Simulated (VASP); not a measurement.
Method: PBE GGA + U (Dudarev), VASP's PBE PAW potentials (set 64) (plane waves; VASP 6.6.1).

The input files of a VASP run:

**INCAR**
```
SYSTEM = FeO
PREC = Accurate; ENCUT = 520; LREAL = F
LASPH = T
EDIFF = 1E-6; NELM = 100; ALGO = Normal
LMAXMIX = 4
ISMEAR = 0; SIGMA = 0.05
GGA = PE
MAGMOM = 4.0 -4.0 2*0.0
ISPIN = 2
LDAUL = 2 -1
LDAUU = 5.0 0
LDAUJ = 0 0
LDAU = T; LDAUTYPE = 2; LDAUPRINT = 1
ISIF = 2
LWAVE = F; LCHARG = F; LORBIT = 10
```

KPOINTS:
```
Automatic
0
gamma
 8 8 8
0 0 0
```

### POSCAR
```
FeO
1
    4.3300000000     2.1650000000     2.1650000000
    2.1650000000     4.3300000000     2.1650000000
    2.1650000000     2.1650000000     4.3300000000
Fe O
2 2
Direct
  0.0000000000   0.0000000000   0.0000000000
  0.5000000000   0.5000000000   0.5000000000
  0.2500000000   0.2500000000   0.2500000000
  0.7500000000   0.7500000000   0.7500000000
```

POTCAR, in this order: Fe O (PBE.64 set). Program: vasp_std.

Task: What will the output report for the number of irreducible k-points (NKPTS), number of bands (NBANDS), largest plane-wave count, number of space-group operations, FFT grid (NGX, NGY, NGZ)?

Result: 
```yaml
number of irreducible k-points (NKPTS): 65
number of bands (NBANDS): 18
largest_plane_wave_count: 1108
number_of_space_group_operations: 12
FFT grid (NGX, NGY, NGZ): 40 × 40 × 40
```

The compound is FeO in the rock salt, AFM-II order structure. The cell was not relaxed at this level. The k-mesh is coarse (spacing up to 0.30 per Å, 2π included), so the numbers may not be converged in it. The run is one of a series of settings (LDAU = .TRUE., LDAUJ = 0 0, LDAUL = 2 -1, LDAUTYPE = 2, LDAUU = 5.0 0 against the base run), some of them coarse on purpose. A gapless solution with U can be a metastable orbital state.
